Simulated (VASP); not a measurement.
# BHSClF: harmonic vibrations of a molecule

BHSClF, molecule in box, 5 atoms in the cell. PBE, harmonic vibrations; PAW potentials F, B, S, Cl, H (PBE set).

## Input

INCAR.step1:
```
SYSTEM = BHSClF
ALGO = Normal
EDIFF = 1E-8
EDIFFG = -0.002
ENCUT = 400
IBRION = 2
ISIF = 2
ISMEAR = 0
ISYM = 0
LASPH = .True.
LCHARG = .False.
LREAL = .False.
LWAVE = .False.
NELM = 100
NSW = 60
POTIM = 0.5
PREC = Accurate
SIGMA = 0.01
```

INCAR.step2, as INCAR.step1 but for:
```
- EDIFFG = -0.002
- IBRION = 2
- ISIF = 2
- NSW = 60
- POTIM = 0.5
+ IBRION = 5
+ NFREE = 2
+ NSW = 1
+ POTIM = 0.015
```

KPOINTS:
```
k-points
0
Gamma
  1 1 1
```

POSCAR.step1:
```
BHSClF
1.0
   13.0000000000      0.0000000000      0.0000000000
    0.0000000000     12.0000000000      0.0000000000
    0.0000000000      0.0000000000     11.0000000000
F B S Cl H
1 1 1 1 1
Direct
    0.4623307700      0.4176875000      0.5874363600
    0.4704000000      0.5023125000      0.5115727300
    0.5846076900      0.5858125000      0.5032636400
    0.3664615400      0.5335958300      0.4165363600
    0.6355384600      0.5289375000      0.5896454500
```

Commands (each step's output is kept before the next begins):
```
cat potpaw_PBE.64/F/POTCAR potpaw_PBE.64/B/POTCAR potpaw_PBE.64/S/POTCAR potpaw_PBE.64/Cl/POTCAR potpaw_PBE.64/H/POTCAR > POTCAR
cp INCAR.step1 INCAR
cp POSCAR.step1 POSCAR
mpirun -np 4 vasp_gam > vasp.out
cp CONTCAR POSCAR
cp INCAR.step2 INCAR
mpirun -np 4 vasp_gam > vasp.out
```

## Result

- Vibrations (cm⁻¹; a negative value is imaginary): 2621, 1249, 966, 795, 528, 488, 373, 336, 225
- Zero-point energy (eV): 0.470
- Translations and rotations, which should read zero (cm⁻¹): -18, -11, -6, 1, 5, 14
- Vibrational entropy at 298 K (meV/K): 0.254
- Displaced cells: 30
- Ionic steps, all stages: 55
- Electronic steps, all stages: 896

VASP 6.6.1 took 860 s on 4 cores (Intel Xeon Platinum 8488C (Sapphire Rapids)), a shared host.
